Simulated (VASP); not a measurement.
Output of a VASP run:

File OSZICAR:
```
       N       E                     dE             d eps       ncg     rms          rms(c)
DAV:   1     0.645695846087E+02    0.64570E+02   -0.54960E+03   575   0.989E+02
DAV:   2    -0.100510376820E+02   -0.74621E+02   -0.72308E+02   587   0.277E+02
DAV:   3    -0.138539042892E+02   -0.38029E+01   -0.36684E+01   864   0.628E+01
DAV:   4    -0.139621357310E+02   -0.10823E+00   -0.10761E+00   713   0.926E+00
DAV:   5    -0.139665033838E+02   -0.43677E-02   -0.43667E-02   826   0.160E+00    0.968E+00
DAV:   6    -0.124938326597E+02    0.14727E+01   -0.14111E+01   714   0.389E+01    0.351E+00
DAV:   7    -0.123084060303E+02    0.18543E+00   -0.15050E+00   645   0.122E+01    0.183E+00
DAV:   8    -0.122970825064E+02    0.11324E-01   -0.13857E-01   648   0.403E+00    0.468E-01
DAV:   9    -0.122950078733E+02    0.20746E-02   -0.23875E-02   712   0.190E+00    0.176E-01
DAV:  10    -0.122949886333E+02    0.19240E-04   -0.12251E-03   700   0.356E-01    0.384E-02
DAV:  11    -0.122949868630E+02    0.17704E-05   -0.95982E-05   691   0.905E-02    0.282E-02
DAV:  12    -0.122949881490E+02   -0.12861E-05   -0.76188E-06   679   0.321E-02    0.107E-02
DAV:  13    -0.122949875388E+02    0.61026E-06   -0.22855E-06   602   0.234E-02
   1 F= -.12294988E+02 E0= -.12252620E+02  d E =-.847359E-01
```

OUTCAR:
```
------------------------ aborting loop because EDIFF is reached ----------------------------------------
  FORCE on cell =-STRESS in cart. coord.  units (eV):
  Direction    XX          YY          ZZ          XY          YZ          ZX
  --------------------------------------------------------------------------------------
  Total        0.1748331      0.1347222     -0.1584763     -0.0077580     -0.1276907      0.0313304
  in kB        8.5934360      6.6218984     -7.7894643     -0.3813246     -6.2762851      1.5399583
  external PRESSURE =       2.4752900 kB  Pullay stress =       0.0000000 kB
  volume of cell :       32.60
      direct lattice vectors                 reciprocal lattice vectors
     2.830000000  0.000000000  0.000000000     0.353356890  0.000000000  0.000000000
     0.000000000  2.830000000  0.000000000     0.000000000  0.353356890  0.000000000
     0.000000000  0.000000000  4.070000000     0.000000000  0.000000000  0.245700246
 POSITION                                       TOTAL-FORCE (eV/Angst)
 -----------------------------------------------------------------------------------
      0.01052      2.78650      0.04824        -0.096471      0.395076     -0.565843
      1.40448      1.45850      1.98676         0.096471     -0.395076      0.565843
 -----------------------------------------------------------------------------------
    total drift:                                0.000744     -0.000133      0.000217
  FREE ENERGIE OF THE ION-ELECTRON SYSTEM (eV)
  ---------------------------------------------------
  free  energy   TOTEN  =       -12.2949875388 eV

  energy  without entropy=      -12.2102516538  energy(sigma->0) =      -12.25261960
```
(Selected blocks of OUTCAR.)

File POSCAR:
```
TiAl
1
    2.8300000000     0.0000000000     0.0000000000
    0.0000000000     2.8300000000     0.0000000000
    0.0000000000     0.0000000000     4.0700000000
Ti Al
1 1
Direct
  0.0037170000  -0.0153700000   0.0118520000
  0.4962830000   0.5153700000   0.4881480000
```

**Question.** Reconstruct the remaining input files.

**Answer.** One answer among several that fit: the input of the run itself, PBE GGA, plane waves, VASP's PBE PAW potentials (set 64).

File KPOINTS:
```
Automatic mesh
0
Gamma
4 4 3
0 0 0
```

INCAR:
```
ALGO=Normal
EDIFF=1E-6
ENCUT=300
GGA=PE
ISIF=2
ISMEAR=-1
LASPH=.True.
LCHARG=.False.
LMAXMIX=4
LREAL=.False.
LWAVE=.False.
NELM=100
PREC=Accurate
SIGMA=0.136
SYSTEM=TiAl
```

POTCAR, in this order: Ti_sv Al (PBE.64 set). Program: vasp_std.

At this cut-off the stress carries a Pulay error, which pulls relaxed volumes low.

The structure is a typed TiAl crystal. The cell was not relaxed at this level, atoms are displaced from their ideal sites. The k-mesh is coarse (spacing up to 0.56 per Å, 2π included), so the numbers may not be converged in it. The run is one of a series of settings (KPOINTS 4×4×3 Γ-centred mesh against the base run), some of them coarse on purpose. The electron count is odd and the run is not spin-polarised, which forces a metal.
